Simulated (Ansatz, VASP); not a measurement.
# Cross-check of TcPd between VASP and Ansatz

Wanted: the spread between two codes on one cell, functional and k mesh. The cell is invented: As first built, before any earlier steps moved the atoms (in the runner's words): it takes the TcPt structure with some of its atoms replaced by other elements, volume scaled by an estimate. It may not be a known or stable phase. The cell is taken from a series of VASP runs on this material, whose earlier steps may have relaxed, scaled or displaced it; both programs get it as it stands. Valence electrons are named where the data sets of a main pair hold unlike numbers.

Calculated with Ansatz 0.2.0; plane waves, with VASP 6.6.1 beside it; zone-centre phonons at RPBE.

**1. The structure**

Symmetry: R-3m, No. 166, trigonal system. Conventional cell: a = 2.734 Å, b = 2.734 Å, c = 13.777 Å, α = 90.00°, β = 90.00°, γ = 120.00°. Pd has 6 Pd at 2.73 Å and 6 Tc at 2.79 Å nearest. Nearest to Tc lie 6 Tc at 2.73 Å and 6 Pd at 2.79 Å. As first built, before any earlier steps moved the atoms (in the runner's words): sites of the TcPt structure (space group 166) filled with other elements, volume scaled by an estimate. Farther neighbours are not listed.

Coordinates:

```xyz
2
Lattice="1.3669 0.7892 4.5922 -1.3669 0.7892 4.5922 0.0000 -1.5783 4.5922" Properties=species:S:1:pos:R:3 pbc="T T T"
Pd    0.0000    0.0000    0.0000
Tc    0.0000    0.0000    6.8883
```

**2. VASP: zone-centre phonons, RPBE**

Second derivatives magnify differences that forces hide, and they need a tight electronic threshold.

Lines of VASP's logs that name or quote its potential files are left out, and so is its time.

Input file INCAR:

```
SYSTEM = TcPd
PREC = Accurate
ENCUT = 400
EDIFF = 1E-08
NELM = 100
ISMEAR = -1
SIGMA = 0.05
LREAL = .FALSE.
ALGO = Normal
GGA = RP
LORBIT = 11
LWAVE = .FALSE.
LCHARG = .FALSE.
IBRION = 8
ISIF = 2
```

Input file POSCAR:

```
TcPd
1.0
    1.3668886981      0.7891735332      4.5922312875
   -1.3668886981      0.7891735332      4.5922312875
    0.0000000000     -1.5783470663      4.5922312875
Pd Tc
1 1
Direct
    0.0000000000      0.0000000000      0.0000000000
    0.5000000000      0.5000000000      0.5000000000
```

Input file KPOINTS:

```
Automatic mesh
0
Gamma
8 8 8
0 0 0
```

The projector-augmented-wave data sets are Pd and Tc_pv (PBE family, release 64).

Started as:

```sh
$ mpirun -np 1 vasp_std
```

Numbers of over 12 decimals in the logs are rounded to 6 here.

What it wrote:

```text
[banner, memory and clock lines left out]
running    1 mpi-ranks, on    1 nodes
 distrk:  each k-point on    1 cores,    1 groups
 distr:  one band on    1 cores,    1 groups

 POSCAR found type information on POSCAR PdTc
 POSCAR found :  2 types and       2 ions
|                                                                             |
|               ----> ADVICE to this user running VASP <----                  |
|                                                                             |
|     You enforced a specific xc type in the INCAR file but a different       |
|     [... a line on the potential file left out ...]
|     I HOPE YOU KNOW WHAT YOU ARE DOING!                                     |
|                                                                             |

 LDA part: xc-table for (Slater+PW92), standard interpolation
 POSCAR, INCAR and KPOINTS ok, starting setup
 FFT: planning ... GRIDC
 FFT: planning ... GRID_SOFT
 FFT: planning ... GRID
 WAVECAR not read
 entering main loop
       N       E                     dE             d eps       ncg     rms          rms(c)
DAV:   1     0.174102891598E+03    0.17410E+03   -0.11431E+04  2077   0.120E+03
DAV:   2    -0.121628983105E+02   -0.18627E+03   -0.18337E+03  2356   0.345E+02
DAV:   3    -0.151489789758E+02   -0.29861E+01   -0.29715E+01  2034   0.533E+01
DAV:   4    -0.151703215488E+02   -0.21343E-01   -0.21334E-01  2140   0.450E+00
DAV:   5    -0.151706341286E+02   -0.31258E-03   -0.31257E-03  2084   0.532E-01    0.159E+01
DAV:   6    -0.142159515308E+02    0.95468E+00   -0.29251E+00  1964   0.167E+01    0.529E+00
DAV:   7    -0.141479703282E+02    0.67981E-01   -0.28463E-01  2153   0.458E+00    0.169E+00
DAV:   8    -0.141502185068E+02   -0.22482E-02   -0.14990E-01  2111   0.320E+00    0.175E+00
DAV:   9    -0.141364811471E+02    0.13737E-01   -0.47990E-02  2090   0.195E+00    0.180E-01
DAV:  10    -0.141360609711E+02    0.42018E-03   -0.19963E-03  2090   0.348E-01    0.583E-02
DAV:  11    -0.141360719506E+02   -0.10980E-04   -0.11212E-04  1985   0.111E-01    0.946E-03
DAV:  12    -0.141360734319E+02   -0.14813E-05   -0.48242E-06  2165   0.203E-02    0.502E-03
DAV:  13    -0.141360723526E+02    0.10793E-05   -0.63193E-07  2062   0.799E-03    0.624E-04
DAV:  14    -0.141360723140E+02    0.38622E-07   -0.11731E-08  1460   0.927E-04    0.340E-04
DAV:  15    -0.141360722419E+02    0.72116E-07   -0.27179E-09  1038   0.504E-04    0.731E-05
DAV:  16    -0.141360722445E+02   -0.26043E-08   -0.25988E-10   989   0.131E-04
   1 F= -.14136072E+02 E0= -.14127691E+02  d E =-.167630E-01
 Linear response reoptimize wavefunctions to high precision
DAV:   1    -0.141360722389E+02    0.55738E-08   -0.81554E-11  1017   0.804E-05
DAV:   2    -0.141360722389E+02   -0.60481E-10   -0.16549E-11   982   0.293E-05
 Linear response DOF=           4
 Linear response progress:
  Degree of freedom:   1/  4
       N       E                     dE             d eps       ncg     rms          rms(c)
RMM:   1    -0.242437722576E+00   -0.24244E+00   -0.24805E-01  7158   0.355E+00
RMM:   2    -0.241103240163E+00    0.13345E-02   -0.56020E-03  6578   0.514E-01    0.113E-01
RMM:   3    -0.240588834669E+00    0.51441E-03   -0.33272E-04  6525   0.137E-01    0.645E-02
RMM:   4    -0.240301328198E+00    0.28751E-03   -0.72171E-04  6782   0.159E-01    0.196E-02
RMM:   5    -0.240282772030E+00    0.18556E-04   -0.95244E-06  6769   0.272E-02    0.152E-02
RMM:   6    -0.240160583534E+00    0.12219E-03   -0.14415E-05  6450   0.238E-02    0.621E-03
RMM:   7    -0.240132984487E+00    0.27599E-04   -0.17475E-06  6523   0.773E-03    0.266E-03
RMM:   8    -0.240130595522E+00    0.23890E-05    0.23889E-07  6880   0.451E-03    0.674E-04
RMM:   9    -0.240130002530E+00    0.59299E-06    0.89221E-07  6760   0.152E-03    0.132E-04
RMM:  10    -0.240128912053E+00    0.10905E-05    0.15132E-08  7425   0.390E-04    0.108E-04
RMM:  11    -0.240128208955E+00    0.70310E-06   -0.16422E-08  7003   0.123E-04    0.735E-05
RMM:  12    -0.240127704798E+00    0.50416E-06   -0.67552E-09  6528   0.125E-04    0.597E-06
RMM:  13    -0.240127657378E+00    0.47420E-07    0.59576E-09  7259   0.304E-05    0.163E-06
RMM:  14    -0.240127643852E+00    0.13526E-07    0.16575E-09  6837   0.102E-05    0.190E-06
RMM:  15    -0.240127656416E+00   -0.12563E-07   -0.30063E-09  5107   0.400E-06    0.629E-07
RMM:  16    -0.240127661705E+00   -0.52899E-08    0.10786E-09  3408   0.185E-06    0.875E-08
 first order change of Fermi-energy  -0.36943E-03
 force on displaced ion       1 direction 1 :  -2.028  -0.000   0.000
 Linear response progress:
  Degree of freedom:   2/  4
       N       E                     dE             d eps       ncg     rms          rms(c)
RMM:   1    -0.277678176688E+00   -0.27768E+00   -0.25458E-01  3473   0.377E+00
RMM:   2    -0.273176750895E+00    0.45014E-02   -0.16206E-02  2860   0.820E-01    0.993E-02
RMM:   3    -0.273477992777E+00   -0.30124E-03   -0.74087E-04  2850   0.199E-01    0.589E-02
RMM:   4    -0.273641191736E+00   -0.16320E-03   -0.10184E-04  2843   0.796E-02    0.253E-02
RMM:   5    -0.273731714877E+00   -0.90523E-04   -0.44315E-05  2801   0.511E-02    0.264E-02
RMM:   6    -0.273763866838E+00   -0.32152E-04   -0.15748E-05  2782   0.331E-02    0.413E-03
RMM:   7    -0.273736440762E+00    0.27426E-04   -0.13152E-06  2913   0.107E-02    0.161E-03
RMM:   8    -0.273732874919E+00    0.35658E-05   -0.11541E-07  3005   0.307E-03    0.476E-04
RMM:   9    -0.273728328694E+00    0.45462E-05   -0.29431E-08  3006   0.104E-03    0.201E-04
RMM:  10    -0.273725614882E+00    0.27138E-05   -0.26442E-09  2999   0.461E-04    0.525E-05
RMM:  11    -0.273725062987E+00    0.55190E-06   -0.24199E-09  3037   0.181E-04    0.243E-05
RMM:  12    -0.273725177769E+00   -0.11478E-06   -0.20077E-09  2965   0.822E-05    0.916E-06
RMM:  13    -0.273725086847E+00    0.90921E-07   -0.18482E-09  2861   0.276E-05    0.218E-06
RMM:  14    -0.273725093690E+00   -0.68429E-08    0.27104E-10  3027   0.105E-05    0.113E-06
 first order change of Fermi-energy   0.45402E-03
 force on displaced ion       1 direction 3 :   0.000  -0.000  -6.231
 Linear response progress:
  Degree of freedom:   3/  4
       N       E                     dE             d eps       ncg     rms          rms(c)
RMM:   1    -0.830336900327E+00   -0.83034E+00   -0.40000E+00  4843   0.418E+01
RMM:   2    -0.920413680721E+00   -0.90077E-01   -0.14588E-01  6554   0.335E+00    0.141E-01
RMM:   3    -0.917909473098E+00    0.25042E-02   -0.20197E-03  6459   0.433E-01    0.682E-02
RMM:   4    -0.915787241476E+00    0.21222E-02   -0.53956E-04  7134   0.212E-01    0.225E-02
RMM:   5    -0.915351500775E+00    0.43574E-03   -0.51420E-05  7599   0.606E-02    0.340E-03
RMM:   6    -0.915307902504E+00    0.43598E-04   -0.13984E-05  8023   0.233E-02    0.384E-03
RMM:   7    -0.915312236518E+00   -0.43340E-05   -0.33916E-06  7720   0.836E-03    0.804E-04
RMM:   8    -0.915375802148E+00   -0.63566E-04    0.12157E-07  7510   0.400E-03    0.611E-04
RMM:   9    -0.915373497643E+00    0.23045E-05   -0.13507E-07  8065   0.207E-03    0.726E-05
RMM:  10    -0.915373641925E+00   -0.14428E-06   -0.17150E-07  9159   0.730E-04    0.425E-05
RMM:  11    -0.915374446673E+00   -0.80475E-06   -0.48975E-08  8393   0.306E-04    0.127E-05
RMM:  12    -0.915374555867E+00   -0.10919E-06   -0.44588E-08  8620   0.147E-04    0.510E-06
RMM:  13    -0.915374502487E+00    0.53380E-07   -0.25841E-08  9174   0.729E-05    0.466E-06
RMM:  14    -0.915374558664E+00   -0.56177E-07   -0.27575E-08  8348   0.417E-05    0.199E-06
RMM:  15    -0.915374577858E+00   -0.19194E-07   -0.19043E-08  8291   0.236E-05    0.171E-06
RMM:  16    -0.915374621576E+00   -0.43718E-07   -0.16312E-08  7355   0.154E-05    0.754E-07
RMM:  17    -0.915374656002E+00   -0.34426E-07   -0.11188E-08  5754   0.909E-06    0.417E-07
RMM:  18    -0.915374675407E+00   -0.19405E-07   -0.69708E-09  5640   0.641E-06    0.211E-07
RMM:  19    -0.915374677989E+00   -0.25825E-08   -0.51763E-09  2302   0.383E-06    0.196E-07
 first order change of Fermi-energy   0.39103E-03
 force on displaced ion       2 direction 1 :  -2.029  -0.000  -0.000
 Linear response progress:
  Degree of freedom:   4/  4
       N       E                     dE             d eps       ncg     rms          rms(c)
RMM:   1    -0.987618556595E+00   -0.98762E+00   -0.39418E+00  2144   0.425E+01
RMM:   2    -0.108420456968E+01   -0.96586E-01   -0.15359E-01  2796   0.333E+00    0.135E-01
RMM:   3    -0.108276302276E+01    0.14415E-02   -0.15065E-03  2837   0.373E-01    0.692E-02
RMM:   4    -0.108117076476E+01    0.15923E-02   -0.41427E-04  2872   0.175E-01    0.246E-02
RMM:   5    -0.108109994603E+01    0.70819E-04   -0.38346E-05  3222   0.504E-02    0.164E-02
RMM:   6    -0.108087245133E+01    0.22749E-03   -0.14761E-05  2998   0.254E-02    0.672E-03
RMM:   7    -0.108070611803E+01    0.16633E-03   -0.18074E-06  3244   0.113E-02    0.169E-03
RMM:   8    -0.108073409721E+01   -0.27979E-04   -0.96853E-07  2998   0.585E-03    0.443E-04
RMM:   9    -0.108074328682E+01   -0.91896E-05   -0.33659E-07  3333   0.196E-03    0.222E-04
RMM:  10    -0.108074575622E+01   -0.24694E-05    0.31746E-08  3129   0.854E-04    0.739E-05
RMM:  11    -0.108074748747E+01   -0.17312E-05    0.13764E-07  3306   0.395E-04    0.130E-05
RMM:  12    -0.108074730078E+01    0.18669E-06    0.38047E-08  3674   0.160E-04    0.643E-06
RMM:  13    -0.108074701213E+01    0.28865E-06    0.29235E-08  3476   0.728E-05    0.371E-06
RMM:  14    -0.108074709952E+01   -0.87384E-07    0.31516E-08  3385   0.389E-05    0.232E-06
RMM:  15    -0.108074709287E+01    0.66453E-08    0.23659E-08  3305   0.185E-05    0.239E-06
 first order change of Fermi-energy  -0.18716E-03
 force on displaced ion       2 direction 3 :   0.000  -0.000  -6.239
 Linear response finished
```

From OUTCAR (step 2):

```text
ion  position               nearest neighbor table
   1  0.000  0.000  0.000-   2 2.79   2 2.79   2 2.79   2 2.79   2 2.79   2 2.79
   2  0.500  0.500  0.500-   1 2.79   1 2.79   1 2.79   1 2.79   1 2.79   1 2.79

  LATTYP: Found a trigonal (rhomboedric) cell.
 ALAT       =     4.8559003054
 COS(alpha) =     0.8415264535

 Subroutine GETGRP returns: Found 12 space group operations
 (whereof 12 operations were pure point group operations)

The static configuration has the point symmetry D_3d.

 Found     65 irreducible k-points:

   k-points           NKPTS =     65   k-points in BZ     NKDIM =     65   number of bands    NBANDS=     15

   dimension x,y,z NGX =    32 NGY =   32 NGZ =   32
   dimension x,y,z NGXF=    64 NGYF=   64 NGZF=   64

   ENCUT  =  400.0 eV  29.40 Ry    5.42 a.u.   7.92  7.92  7.92*2*pi/ulx,y,z

   NELECT =      23.0000    total number of electrons

 k-points in reciprocal lattice and weights: Automatic mesh
   0.00000000  0.00000000  0.00000000       0.002
   0.12500000 -0.00000000 -0.00000000       0.012
   0.25000000 -0.00000000 -0.00000000       0.012
   0.37500000 -0.00000000 -0.00000000       0.012
   0.50000000 -0.00000000 -0.00000000       0.006
   0.12500000  0.12500000 -0.00000000       0.012
   0.25000000  0.12500000 -0.00000000       0.023
   0.37500000  0.12500000 -0.00000000       0.023
   0.50000000  0.12500000 -0.00000000       0.023
[...]
-0.37500000  0.50000000  0.37500000       0.012
   0.50000000  0.50000000  0.50000000       0.002

 average (electrostatic) potential at core
       1 -69.6808       2 -68.8682

  Total       -0.0022807     -0.0022807      0.0120793      0.0000000      0.0000000      0.0000000
  in kB       -0.1229422     -0.1229422      0.6511339      0.0000000      0.0000000      0.0000000
  external PRESSURE =       0.1350831 kB  Pullay stress =       0.0000000 kB

  energy-cutoff  :      400.00
  volume of cell :       29.72
      direct lattice vectors                 reciprocal lattice vectors
     1.366888698  0.789173533  4.592231287     0.365794231  0.211191404  0.072586356
    -1.366888698  0.789173533  4.592231287    -0.365794231  0.211191404  0.072586356
     0.000000000 -1.578347066  4.592231287     0.000000000 -0.422382809  0.072586356

 POSITION                                       TOTAL-FORCE (eV/Angst)
 -----------------------------------------------------------------------------------
      0.00000      0.00000      0.00000        -0.000000      0.000000     -0.000000
      0.00000      0.00000      6.88835         0.000000     -0.000000      0.000000
 -----------------------------------------------------------------------------------
    total drift:                               -0.000000      0.000000      0.000000

 Eigenvectors and eigenvalues of the dynamical matrix
 ----------------------------------------------------

   1 f  =    5.452342 THz    34.258076 2PiTHz  181.870559 cm-1    22.549065 meV
             X         Y         Z           dx          dy          dz
      0.000000  0.000000  0.000000    -0.000000   -0.000000   -0.693819
      0.000000  0.000000  6.888347     0.000000    0.000000    0.720149

   2 f  =    3.109567 THz    19.537989 2PiTHz  103.724005 cm-1    12.860132 meV
             X         Y         Z           dx          dy          dz
      0.000000  0.000000  0.000000    -0.693982   -0.000000    0.000000
      0.000000  0.000000  6.888347     0.719992    0.000000   -0.000000

   3 f  =    3.109567 THz    19.537988 2PiTHz  103.724002 cm-1    12.860131 meV
             X         Y         Z           dx          dy          dz
      0.000000  0.000000  0.000000     0.000000   -0.693982    0.000000
      0.000000  0.000000  6.888347    -0.000000    0.719992   -0.000000

   4 f/i=    0.000284 THz     0.001783 2PiTHz    0.009468 cm-1     0.001174 meV
             X         Y         Z           dx          dy          dz
      0.000000  0.000000  0.000000    -0.031338   -0.719310   -0.000000
      0.000000  0.000000  6.888347    -0.030206   -0.693324   -0.000000

   5 f/i=    0.000284 THz     0.001783 2PiTHz    0.009468 cm-1     0.001174 meV
             X         Y         Z           dx          dy          dz
      0.000000  0.000000  0.000000     0.719310   -0.031338   -0.000000
      0.000000  0.000000  6.888347     0.693324   -0.030206   -0.000000

   6 f/i=    0.001730 THz     0.010867 2PiTHz    0.057691 cm-1     0.007153 meV
             X         Y         Z           dx          dy          dz
      0.000000  0.000000  0.000000     0.000000   -0.000000    0.720149
      0.000000  0.000000  6.888347     0.000000   -0.000000    0.693819

 ELASTIC MODULI CONTR FROM IONIC RELAXATION (kBar)
 Direction    XX          YY          ZZ          XY          YZ          ZX
 --------------------------------------------------------------------------------
 XX           0.0000      0.0000      0.0000      0.0000      0.0000      0.0000
 YY           0.0000      0.0000      0.0000      0.0000      0.0000      0.0000
 ZZ           0.0000      0.0000      0.0000      0.0000      0.0000      0.0000
 XY           0.0000      0.0000      0.0000      0.0000      0.0000      0.0000
 YZ           0.0000      0.0000      0.0000      0.0000      0.0000      0.0000
 ZX           0.0000      0.0000      0.0000      0.0000      0.0000      0.0000
 --------------------------------------------------------------------------------
```

Energies printed during the response cycles are not total energies of the cell.

[end of part 1 of 2]

[Lines on the potential files, build, host, timing and source positions are cut from VASP's logs without a mark.]

[Logs are printed without paths, hosts, clocks, repeated set-up lines and the standing remarks that a program may print on its own settings, such as how far it seeks lower states.]

[Hosts, paths, dates, database ids (printed as entryN), source tags and the programs' standing remarks are cut or masked in the printed files.]
